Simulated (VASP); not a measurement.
Input:

```
CELL_PARAMETERS angstrom
      1.35540    -2.34762     0.00000
      1.35540     2.34762     0.00000
      0.00000     0.00000     4.29088
ATOMIC_POSITIONS crystal
  Os 0.33333 0.66667 0.25000
  Os 0.66667 0.33333 0.75000
```

Computed with PBE GGA, VASP's PBE PAW potentials (set 64) (plane waves; VASP). Run with 500 eV cut-off, 15×15×9 Γ-centred mesh, first-order Methfessel-Paxton smearing of 0.10 eV, potentials Os.

**Question.** The ions, cell shape and volume at an external pressure of 30.0 GPa are relaxed. What does this cell relax into?

**Answer.** 
```
CELL_PARAMETERS angstrom
      1.34620    -2.33168     0.00000
      1.34620     2.33168     0.00000
      0.00000     0.00000     4.26568
ATOMIC_POSITIONS crystal
  Os 0.33333 0.66667 0.25000
  Os 0.66667 0.33333 0.75000
```
Space group P6_3/mmc (194), at a tolerance of 0.03 Å.

**Question.** How do energy and volume change from the first to the last step?

**Answer.** The energy (σ→0) changes by +41.0 meV/atom and the volume by -1.9 %, in 7 ionic steps.

| step | E(σ→0) (eV) | max force (eV/Å) | pressure (GPa) | volume (Å³) |
|---|---|---|---|---|
| 1 | -22.4297 | 0.000 | 19.91 | 27.31 |
| 2 | -21.2509 | 0.000 | 105.60 | 24.05 |
| 3 | -22.3540 | 0.000 | 29.45 | 26.81 |
| 4 | -22.3497 | 0.000 | 29.92 | 26.79 |
| 5 | -22.3477 | 0.000 | 30.14 | 26.78 |
| 6 | -22.3472 | 0.000 | 30.15 | 26.78 |
| 7 | -22.3476 | 0.000 | 30.13 | 26.78 |

The compound is Os in the hcp structure. This run relaxes it under an external pressure of 30 GPa. Symmetry was kept, so distortions that lower it aren't found.
